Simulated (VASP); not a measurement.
Consider the following.

```xyz
65
Lattice="10.9371 0.0000 0.0000 0.0000 10.9371 0.0000 0.0000 0.0000 10.9371" Properties=species:S:1:pos:R:3 pbc="T T T"
Si     5.4685     0.0000     0.0000
Si     6.8357     1.3671     1.3671
Si     8.2028     2.7343     0.0000
Si     9.5699     4.1014     1.3671
Si     8.2028     0.0000     2.7343
Si     9.5699     1.3671     4.1014
Si     0.0000     0.0000     0.0000
Si     1.3671     1.3671     1.3671
Si     2.7343     2.7343     0.0000
Si     4.1289     4.1063     1.3327
Si     5.4685     5.4685     0.0000
Si     6.8357     6.8357     1.3671
Si     8.2028     8.2028     0.0000
Si     9.5699     9.5699     1.3671
Si     2.7343     0.0000     2.7343
Si     4.1357     1.3778     4.0969
Si     5.4889     2.7838     2.7480
Si     6.7872     4.0651     4.1160
Si     8.2028     5.4685     2.7343
Si     9.5699     6.8357     4.1014
Si     5.4685     0.0000     5.4685
Si     6.8357     1.3671     6.8357
Si     8.2028     2.7343     5.4685
Si     9.5699     4.1014     6.8357
Si     8.2028     0.0000     8.2028
Si     9.5699     1.3671     9.5699
Si     0.0000     5.4685     0.0000
Si     1.3671     6.8357     1.3671
Si     2.7343     8.2028     0.0000
Si     4.1014     9.5699     1.3671
Si     0.0000     2.7343     2.7343
Si     1.3739     4.1025     4.1021
Si     2.7302     5.4729     2.7420
Si     4.0546     6.8053     4.0775
Si     5.4685     8.2028     2.7343
Si     6.8357     9.5699     4.1014
Si     0.0000     0.0000     5.4685
Si     1.3671     1.3671     6.8357
Si     2.6862     2.6951     5.4429
Si     4.1371     4.0521     6.7979
Si     5.4475     5.4726     5.4297
Si     6.8357     6.8357     6.8357
Si     8.2028     8.2028     5.4685
Si     9.5699     9.5699     6.8357
Si     2.7343     0.0000     8.2028
Si     4.1014     1.3671     9.5699
Si     5.4685     2.7343     8.2028
Si     6.8357     4.1014     9.5699
Si     8.2028     5.4685     8.2028
Si     9.5699     6.8357     9.5699
Si     0.0000     8.2028     2.7343
Si     1.3671     9.5699     4.1014
Si     0.0000     5.4685     5.4685
Si     1.3671     6.8357     6.8357
Si     2.7343     8.2028     5.4685
Si     4.1014     9.5699     6.8357
Si     0.0000     2.7343     8.2028
Si     1.3671     4.1014     9.5699
Si     2.7343     5.4685     8.2028
Si     4.1014     6.8357     9.5699
Si     5.4685     8.2028     8.2028
Si     6.8357     9.5699     9.5699
Si     0.0000     8.2028     8.2028
Si     1.3671     9.5699     9.5699
B      4.0795     4.0832     4.1282
```
Cell charge -1.

Method: PBE GGA, VASP's PBE PAW potentials (set 64) (plane waves; VASP 6.6.1). Run with PREC = Normal, LREAL = Auto, ISYM = 0, NELECT = 260.0, EDIFF = 1E-5, 400 eV cut-off, 1×1×1 Γ-centred mesh, Gaussian smearing of 0.050 eV, potentials Si B.

The cell is charged, with a uniform compensating background. The supercell is sampled at Γ alone, which is coarse: total energies, pressure and levels can be off, energies of defects by several tenths of an eV.

**Question.** The ions are relaxed. Predict the relaxed structure.

**Answer.** 
```xyz
65
Lattice="10.9371 0.0000 0.0000 0.0000 10.9371 0.0000 0.0000 0.0000 10.9371" Properties=species:S:1:pos:R:3 pbc="T T T"
Si     5.4687    10.9339    10.9370
Si     6.8246     1.3763     1.3706
Si     8.2014     2.7332    10.9346
Si     9.5525     4.1192     1.3490
Si     8.1970     0.0019     2.7357
Si     9.5702     1.3712     4.0960
Si    10.9310     0.0136    10.9264
Si     1.3527     1.3956     1.3506
Si     2.7180     2.7546    10.9112
Si     4.0695     4.1289     1.3306
Si     5.4486     5.4822    10.9152
Si     6.8109     6.8519     1.3496
Si     8.1915     8.2102    10.9232
Si     9.5596     9.5807     1.3546
Si     2.7274     0.0260     2.7209
Si     4.1514     1.3889     4.1541
Si     5.3982     2.8001     2.7385
Si     6.8085     4.0518     4.1503
Si     8.1755     5.4753     2.7220
Si     9.5477     6.8530     4.0778
Si     5.4777    10.9122     5.4841
Si     6.8215     1.3812     6.8234
Si     8.2216     2.7245     5.4794
Si     9.5732     4.1030     6.8333
Si     8.1959     0.0060     8.1888
Si     9.5648     1.3742     9.5582
Si    10.9235     5.4783    10.9184
Si     1.3539     6.8467     1.3481
Si     2.7215     8.2156    10.9198
Si     4.0824     9.5821     1.3513
Si    10.9077     2.7532     2.7156
Si     1.3141     4.1394     4.0681
Si     2.7215     5.4743     2.7247
Si     4.0596     6.8799     4.0680
Si     5.4481     8.2260     2.7179
Si     6.8279     9.5645     4.0973
Si    10.9331     0.0084     5.4610
Si     1.3769     1.3823     6.8166
Si     2.7339     2.8116     5.3885
Si     4.1593     4.0395     6.8122
Si     5.3907     5.4661     5.3926
Si     6.8195     6.8277     6.8187
Si     8.1941     8.2056     5.4601
Si     9.5635     9.5745     6.8203
Si     2.7382     0.0059     8.1967
Si     4.0983     1.3636     9.5833
Si     5.4818     2.7167     8.2351
Si     6.8335     4.1006     9.5826
Si     8.1915     5.4603     8.1965
Si     9.5568     6.8395     9.5531
Si    10.9240     8.2150     2.7171
Si     1.3483     9.5920     4.0769
Si    10.9010     5.4906     5.4495
Si     1.3523     6.8503     6.8057
Si     2.7109     8.2355     5.4465
Si     4.0964     9.5588     6.8362
Si     0.0008     2.7366     8.1939
Si     1.3550     4.1187     9.5473
Si     2.7287     5.4722     8.1689
Si     4.0813     6.8431     9.5530
Si     5.4629     8.1984     8.1993
Si     6.8274     9.5740     9.5578
Si    10.9278     8.2084     8.1866
Si     1.3576     9.5811     9.5539
B      4.7682     3.4283     4.7803
```
Cell charge -1.

**Question.** How much energy does the relaxation gain?

**Answer.** The energy (σ→0) changes by -23.5 meV/atom, in 35 ionic steps.

The cell is a supercell with a defect, built from Si (diamond): B_i, charge -1. The run is not spin-polarised, so no state with unpaired spins was tried.
